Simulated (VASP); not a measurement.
OSZICAR of a VASP run on Ti3In3Rh2 (space group P-62m):

### OSZICAR
```
       N       E                     dE             d eps       ncg     rms          rms(c)
DAV:   1     0.121424684202E+04    0.12142E+04   -0.38745E+04  1528   0.162E+03
DAV:   2     0.105871590183E+03   -0.11084E+04   -0.10817E+04  1512   0.544E+02
DAV:   3    -0.446644448553E+02   -0.15054E+03   -0.14376E+03  1891   0.202E+02
DAV:   4    -0.608204102040E+02   -0.16156E+02   -0.15943E+02  2360   0.544E+01
DAV:   5    -0.616786614856E+02   -0.85825E+00   -0.85702E+00  2336   0.103E+01    0.212E+01
DAV:   6    -0.596423198638E+02    0.20363E+01   -0.66872E+01  2058   0.354E+01    0.233E+01
DAV:   7    -0.555176663504E+02    0.41247E+01   -0.48250E+01  1805   0.301E+01    0.838E+00
DAV:   8    -0.543982639268E+02    0.11194E+01   -0.44153E+00  1880   0.111E+01    0.356E+00
DAV:   9    -0.542895025649E+02    0.10876E+00   -0.12329E+00  2194   0.414E+00    0.197E+00
DAV:  10    -0.542774764330E+02    0.12026E-01   -0.98481E-02  2032   0.179E+00    0.809E-01
DAV:  11    -0.542772620503E+02    0.21438E-03   -0.22138E-02  2064   0.730E-01    0.317E-01
DAV:  12    -0.542758562002E+02    0.14059E-02   -0.75344E-03  2104   0.430E-01    0.113E-01
DAV:  13    -0.542757942963E+02    0.61904E-04   -0.41556E-04  2233   0.112E-01    0.476E-02
DAV:  14    -0.542757979122E+02   -0.36159E-05   -0.53804E-05  2008   0.334E-02    0.126E-02
DAV:  15    -0.542757997309E+02   -0.18188E-05   -0.59570E-06  1570   0.112E-02    0.689E-03
DAV:  16    -0.542757990329E+02    0.69808E-06   -0.12577E-06  1176   0.673E-03
   1 F= -.54275799E+02 E0= -.54184726E+02  d E =-.182145E+00
```

Question: Which electronic solver shows in the log?

Answer: It is blocked Davidson (ALGO = Normal, or the opening steps of other solvers). The INCAR had ALGO = Normal.

Question: Can the final energy be trusted as converged?

Answer: The run converged. It stopped with EDIFF = 1E-6, NELM = 100 (PBEsol GGA, plane waves, VASP's PBE PAW potentials (set 64)).

The structure comes from a computed database's Ti3In3Rh2 entry; how it stands against other phases isn't given here. The cell was not relaxed at this level. The k-mesh is coarse (spacing up to 0.34 per Å, 2π included), so the numbers may not be converged in it. The electron count is odd and the run is not spin-polarised, which forces a metal.
